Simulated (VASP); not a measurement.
Here is the system:

```xyz
2
Lattice="3.4393 0.0000 0.0000 0.0000 3.4393 0.0000 0.0000 0.0000 3.4393" Properties=species:S:1:pos:R:3 pbc="T T T"
Pt     0.0000     0.0000     0.0000
Te     1.7196     1.7196     1.7196
```

All values below come from PBE GGA, VASP's PBE PAW potentials (set 64) (plane waves; VASP). Settings: 400 eV cut-off, Gaussian smearing of 0.050 eV, potentials Pt Te.

Task: Give the energies of bands 2 to 11 at the high-symmetry points, in eV from the Fermi level.

Result: 
| band | Γ | X | M | R |
|---|---|---|---|---|
| 2 | -4.30 | -8.47 | -5.77 | -6.68 |
| 3 | -4.30 | -4.19 | -5.77 | -6.68 |
| 4 | -2.52 | -4.19 | -4.52 | -6.68 |
| 5 | -2.52 | -3.96 | -3.17 | -1.65 |
| 6 | -2.52 | -2.46 | -3.17 | -1.65 |
| 7 | -1.36 | -1.67 | -1.99 | 1.05 |
| 8 | -1.36 | 2.42 | -1.69 | 1.05 |
| 9 | -1.36 | 2.42 | -0.41 | 1.05 |
| 10 | 0.43 | 4.58 | 0.80 | 1.12 |
| 11 | 6.76 | 5.18 | 8.04 | 1.12 |

It has no gap at this level: it comes out as a metal or semimetal.

The structure was generated: PtTe was put into the CsCl type type (Pm-3m), which need not be its known phase. It was relaxed first, which changed the volume by -10 %.
